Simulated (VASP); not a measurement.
Calculation: PBEsol GGA, VASP's PBE PAW potentials (set 64) (plane waves; VASP 6.6.1).

VASP ran on this input.

### INCAR
```
# general
SYSTEM   =  HgTe
PREC     =  Accurate
ENCUT    =  500
LREAL    =  F
LASPH    =  T

# electronic loop
EDIFF    =  1E-6
NELM     =  100
ALGO     =  Normal
LMAXMIX  =  6

# smearing
ISMEAR   =  1
SIGMA    =  0.1

# functional
GGA      =  PS

# ions
IBRION   =  2
NSW      =  40
ISIF     =  3
EDIFFG   =  -0.02

# output
LWAVE    =  F
LCHARG   =  F
```

KPOINTS:
```
Automatic
0
Gamma
10 10 10
0 0 0
```

POSCAR:
```
HgTe
1.0
  3.7142620540   0.0000000000   0.0000000000
  0.0000000000   3.7142620540   0.0000000000
  0.0000000000   0.0000000000   3.7142620540
Hg Te
1 1
Direct
  0.0000000000   0.0000000000   0.0000000000
  0.5000000000   0.5000000000   0.5000000000
```

POTCAR, in this order: Hg Te (PBE.64 set). Program: vasp_std.

What VASP printed:

**OUTCAR**
```
 ion  position               nearest neighbor table
   1  0.000  0.000  0.000-   2 3.22   2 3.22   2 3.22   2 3.22   2 3.22   2 3.22   2 3.22   2 3.22
  LATTYP: Found a simple cubic cell.
 ALAT       =     3.7142620540
 Subroutine PRICEL returns:
 Original cell was already a primitive cell.
 Subroutine GETGRP returns: Found 48 space group operations
The static configuration has the point symmetry O_h .
The dynamic configuration has the point symmetry O_h .
 Subroutine INISYM returns: Found 48 space group operations
 Subroutine IBZKPT returns following result:
 Found     56 irreducible k-points:

 Following reciprocal coordinates:
            Coordinates               Weight
  0.000000  0.000000  0.000000      1.000000
  0.100000  0.000000  0.000000      6.000000
  0.200000  0.000000  0.000000      6.000000
  0.300000  0.000000  0.000000      6.000000
  0.400000  0.000000  0.000000      6.000000
  0.500000  0.000000  0.000000      3.000000
  0.100000  0.100000  0.000000     12.000000
  0.200000  0.100000  0.000000     24.000000
  0.300000  0.100000  0.000000     24.000000
  0.400000  0.100000  0.000000     24.000000
  0.500000  0.100000  0.000000     12.000000
  0.200000  0.200000  0.000000     12.000000
  0.300000  0.200000  0.000000     24.000000
  0.400000  0.200000  0.000000     24.000000
  0.500000  0.200000  0.000000     12.000000
  0.300000  0.300000  0.000000     12.000000
  0.400000  0.300000  0.000000     24.000000
  0.500000  0.300000  0.000000     12.000000
  0.400000  0.400000  0.000000     12.000000
  0.500000  0.400000  0.000000     12.000000
  0.500000  0.500000  0.000000      3.000000
  0.100000  0.100000  0.100000      8.000000
  0.200000  0.100000  0.100000     24.000000
  0.300000  0.100000  0.100000     24.000000
  0.400000  0.100000  0.100000     24.000000
  0.500000  0.100000  0.100000     12.000000
  0.200000  0.200000  0.100000     24.000000
  0.300000  0.200000  0.100000     48.000000
  0.400000  0.200000  0.100000     48.000000
  0.500000  0.200000  0.100000     24.000000
  0.300000  0.300000  0.100000     24.000000
  0.400000  0.300000  0.100000     48.000000
  0.500000  0.300000  0.100000     24.000000
  0.400000  0.400000  0.100000     24.000000
  0.500000  0.400000  0.100000     24.000000
  0.500000  0.500000  0.100000      6.000000
  0.200000  0.200000  0.200000      8.000000
  0.300000  0.200000  0.200000     24.000000
  0.400000  0.200000  0.200000     24.000000
  0.500000  0.200000  0.200000     12.000000
   k-points           NKPTS =     56   k-points in BZ     NKDIM =     56   number of bands    NBANDS=     13
   number of dos      NEDOS =    301   number of ions     NIONS =      2
   total plane-waves  NPLWV =  21952
   dimension x,y,z NGX =    28 NGY =   28 NGZ =   28
   dimension x,y,z NGXF=    56 NGYF=   56 NGZF=   56
   ions per type =               1   1
   PREC   = accura    normal or accurate (medium, high low for compatibility)
   ISTART =      0    job   : 0-new  1-cont  2-samecut
   ICHARG =      2    charge: 1-file 2-atom 10-const
   ISPIN  =      1    spin polarized calculation?
   LNONCOLLINEAR =      F non collinear calculations
   LSORBIT =      F    spin-orbit coupling
   INIWAV =      1    electr: 0-lowe 1-rand  2-diag
   ENCUT  =  500.0 eV  36.75 Ry    6.06 a.u.   6.77  6.77  6.77*2*pi/ulx,y,z
   NELM   =    100;   NELMIN=  2; NELMDL= -5     # of ELM steps
   EDIFF  = 0.1E-05   stopping-criterion for ELM
   LREAL  =      F    real-space projection
   NLSPLINE    = F    spline interpolate recip. space projectors
   LMAXMIX     =    6 max onsite mixed and CHGCAR
   VOSKOWN=      0    Vosko Wilk Nusair interpolation
...
```

### OSZICAR
```
       N       E                     dE             d eps       ncg     rms          rms(c)
DAV:   1     0.104972837555E+03    0.10497E+03   -0.83683E+03  1472   0.121E+03
DAV:   2    -0.996913939300E-01   -0.10507E+03   -0.99372E+02  1576   0.269E+02
DAV:   3    -0.378136368545E+01   -0.36817E+01   -0.36460E+01  1716   0.530E+01
DAV:   4    -0.380616293538E+01   -0.24799E-01   -0.24779E-01  1613   0.415E+00
DAV:   5    -0.380649193809E+01   -0.32900E-03   -0.32900E-03  1786   0.485E-01    0.816E+00
DAV:   6    -0.371167973372E+01    0.94812E-01   -0.26237E-01  1601   0.735E+00    0.578E+00
DAV:   7    -0.370681771515E+01    0.48620E-02   -0.41792E-02  1611   0.179E+00    0.152E+00
DAV:   8    -0.370602674024E+01    0.79097E-03   -0.50169E-03  1541   0.101E+00    0.195E-01
DAV:   9    -0.370602440341E+01    0.23368E-05   -0.23429E-04  1666   0.168E-01    0.631E-02
DAV:  10    -0.370603347635E+01   -0.90729E-05   -0.12645E-05  1611   0.338E-02    0.313E-02
DAV:  11    -0.370603725606E+01   -0.37797E-05   -0.27177E-06  1535   0.189E-02    0.436E-03
DAV:  12    -0.370603724350E+01    0.12561E-07   -0.84410E-08   858   0.390E-03
   1 F= -.37060372E+01 E0= -.37061511E+01  d E =-.370604E+01
```

### OUTCAR
```
------------------------ aborting loop because EDIFF is reached ----------------------------------------
  FORCE on cell =-STRESS in cart. coord.  units (eV):
  Direction    XX          YY          ZZ          XY          YZ          ZX
  --------------------------------------------------------------------------------------
  Total        0.0157262      0.0157262      0.0157262      0.0000000     -0.0000000      0.0000000
  in kB        0.4917178      0.4917178      0.4917178      0.0000000     -0.0000000      0.0000000
  external PRESSURE =       0.4917178 kB  Pullay stress =       0.0000000 kB
  volume of cell :       51.24
      direct lattice vectors                 reciprocal lattice vectors
     3.714262054  0.000000000  0.000000000     0.269232484  0.000000000  0.000000000
     0.000000000  3.714262054  0.000000000     0.000000000  0.269232484  0.000000000
     0.000000000  0.000000000  3.714262054     0.000000000  0.000000000  0.269232484
 POSITION                                       TOTAL-FORCE (eV/Angst)
 -----------------------------------------------------------------------------------
      0.00000      0.00000      0.00000         0.000000      0.000000      0.000000
      1.85713      1.85713      1.85713         0.000000      0.000000      0.000000
 -----------------------------------------------------------------------------------
    total drift:                               -0.000000      0.000000     -0.000000
  FREE ENERGIE OF THE ION-ELECTRON SYSTEM (eV)
  ---------------------------------------------------
  free  energy   TOTEN  =        -3.7060372435 eV

  energy  without entropy=       -3.7063789514  energy(sigma->0) =       -3.70615115

 reached required accuracy - stopping structural energy minimisation
```
(Selected blocks of OUTCAR.)

### OUTCAR
```
 val. band max:        5.2099142463   @ k =   0.2000   0.2000   0.0000

 cond. band min:       5.3552516740   @ k =   0.4000   0.2000   0.1000


 Fermi energy:         5.3349540974

 k-point     1 :       0.0000    0.0000    0.0000
  band No.  band energies     occupation
      1      -7.3680      2.00000
      2      -1.3907      2.00000
      3      -1.3907      2.00000
      4      -0.8282      2.00000
      5      -0.8282      2.00000
      6      -0.8282      2.00000
      7       3.2957      2.00000
      8       4.3230      2.00000
      9       4.3230      2.00000
     10       4.3230      2.00000
     11      10.9376      0.00000
     12      10.9376      0.00000
     13      15.5028      0.00000

 k-point     2 :       0.1000    0.0000    0.0000
  band No.  band energies     occupation
      1      -7.2833      2.00000
      2      -1.3837      2.00000
      3      -1.3687      2.00000
      4      -0.8679      2.00000
      5      -0.8679      2.00000
      6      -0.8264      2.00000
      7       2.4212      2.00000
      8       4.4586      2.00000
      9       4.4586      2.00000
     10       4.9845      2.00001
     11      10.9531      0.00000
     12      11.3913      0.00000
     13      14.7947      0.00000

 k-point     3 :       0.2000    0.0000    0.0000
  band No.  band energies     occupation
      1      -7.0413      2.00000
      2      -1.3650      2.00000
      3      -1.3492      2.00000
      4      -0.9667      2.00000
      5      -0.9667      2.00000
      6      -0.8216      2.00000
      7       1.2083      2.00000
      8       4.8338      2.00000
      9       4.8338      2.00000
     10       5.7514     -0.00000
     11      10.9968      0.00000
     12      12.0423      0.00000
     13      13.6475      0.00000

 k-point     4 :       0.3000    0.0000    0.0000
  band No.  band energies     occupation
      1      -6.6863      2.00000
      2      -1.5006      2.00000
      3      -1.3418      2.00000
...
```

Unless said otherwise, spin-orbit coupling is left out, though it shifts the bands of the heavy elements here.

The structure was generated: HgTe was put into the CsCl type type (Pm-3m), which need not be its known phase. It was relaxed first, which changed the volume by +18 %.
